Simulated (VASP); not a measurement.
Given:

```xyz
8
Lattice="4.3381 0.0000 0.0000 0.0000 4.3381 0.0000 0.0000 0.0000 4.3381" Properties=species:S:1:pos:R:3 pbc="T T T"
O      0.0000     0.0000     0.0000
O      2.1690     2.1690     2.1690
Cr     1.0845     0.0000     2.1690
Cr     2.1690     3.2536     0.0000
Cr     3.2536     0.0000     2.1690
Cr     2.1690     1.0845     0.0000
Cr     0.0000     2.1690     3.2536
Cr     0.0000     2.1690     1.0845
```

These are r2SCAN meta-GGA, VASP's PBE PAW potentials (set 64) (plane waves; VASP) values and carry that method's errors. Settings: 520 eV cut-off, 8×8×8 Γ-centred mesh, tetrahedra with Blöchl corrections, potentials O Cr_pv.

### Question
Give the energies of bands 36 to 49 at the high-symmetry points, in eV from the Fermi level.

### Answer

```
band      Γ      X      M      R
----  -----  -----  -----  -----
36    -1.77  -2.12  -1.51  -1.59
37    -1.77  -2.03  -0.95  -1.59
38    -1.40  -2.03  -0.95  -1.59
39    -1.40  -0.81  -0.71  -0.91
40    -0.27  -0.81  -0.64  -0.91
41     0.19   0.06  -0.64  -0.91
42     0.19   0.06  -0.51  -0.91
43     0.19   0.59  -0.49   0.06
44     1.07   0.59  -0.46   0.06
45     1.07   0.60   0.14   0.22
46     1.07   0.60   0.59   0.22
47     1.48   0.98   0.59   0.22
48     1.48   0.98   0.84   0.22
49     1.83   1.00   0.84   0.22
```

It has no gap at this level: it comes out as a metal or semimetal.

The structure comes from a measured Cr3O entry (Pm-3n) of the Crystallography Open Database, whose conditions weren't checked. It was relaxed first, which changed the volume by -13 %. The run is not spin-polarised, so no magnetic state was tried.
